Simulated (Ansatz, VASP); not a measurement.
**Two plane-wave programs on NaLiAlCl4**

The input INCAR:

```
SYSTEM = NaLiAlCl4
PREC = Accurate
ENCUT = 520
EDIFF = 1E-7
ISMEAR = 0
SIGMA = 0.1
LREAL = .False.
LASPH = .True.
NELM = 80
ALGO = Normal
ISIF = 2
LWAVE = .False.
LCHARG = .False.
GGA = PE
NBANDS = 30
```

The input KPOINTS:

```
regular mesh
0
Gamma
  4 4 4
  0 0 0
```

The input POSCAR:

```
NaLiAlCl4
1.0
    0.0000000000      4.3723435000      4.3723435000
    4.3723435000      0.0000000000      4.3723435000
    4.3723435000      4.3723435000      0.0000000000
Na Li Al Cl
1 1 1 4
Direct
    0.0000000000      0.0000000000      0.0000000000
    0.2500000000      0.2500000000      0.2500000000
    0.5000000000      0.5000000000      0.5000000000
    0.3757583900      0.8727248200      0.3757583900
    0.3757583900      0.3757583900      0.3757583900
    0.8727248200      0.3757583900      0.3757583900
    0.3757583900      0.3757583900      0.8727248200
```

Input for Ansatz:

```yaml
crystal:
  lattice:
    - [0.0, 4.3723435, 4.3723435]
    - [4.3723435, 0.0, 4.3723435]
    - [4.3723435, 4.3723435, 0.0]
  atoms:
    - { symbol: Na, position: [0.0, 0.0, 0.0] }
    - { symbol: Li, position: [0.25, 0.25, 0.25] }
    - { symbol: Al, position: [0.5, 0.5, 0.5] }
    - { symbol: Cl, position: [0.37575839, 0.87272482, 0.37575839] }
    - { symbol: Cl, position: [0.37575839, 0.37575839, 0.37575839] }
    - { symbol: Cl, position: [0.87272482, 0.37575839, 0.37575839] }
    - { symbol: Cl, position: [0.37575839, 0.37575839, 0.87272482] }
basis:
  ecutwfc: 420
kpoints:
  mp_grid: { grid: [4, 4, 4] }
hamiltonian:
  xc: pbe
scf:
  occupations: { method: gaussian, width: 0.1 }
  lower_state_search: "off"
output:
  forces: true
  stress: true
  eigenvalues: true
```

Alike in both runs: task single point; functional PBE; k mesh 4 × 4 × 4; occupations gaussian, width 0.1 eV; no spin polarisation.

|  | VASP | Ansatz |
| --- | --- | --- |
| version | VASP 6.6.1 | Ansatz 0.2.0 |
| potentials or method | VASP PAW PBE potentials, release 64 (Na_pv, Li_sv, Al, Cl) | scalar-relativistic, plane waves, PAW |
| plane-wave cutoff (eV) | 520 | 420 |
| valence electrons in the cell | 41 | 43 |

VASP gave:

```
gap on the k mesh at the Fermi level (eV) : none
rms of the force components (eV/Å)        : 1.625
```

Q: Which values does Ansatz return?

A: gap on the k mesh at the Fermi level (eV): none; rms of the force components (eV/Å): 1.669.

Atom by atom the forces differ by 0.044 eV/Å (rms over components). A gap of «none» marks a metal or a gap that the smearing closes. The two sets of potentials don't hold the same shells in valence.

Caveats: an odd number of electrons without spin polarisation forces a metal; a magnetic or distorted state may lie lower.
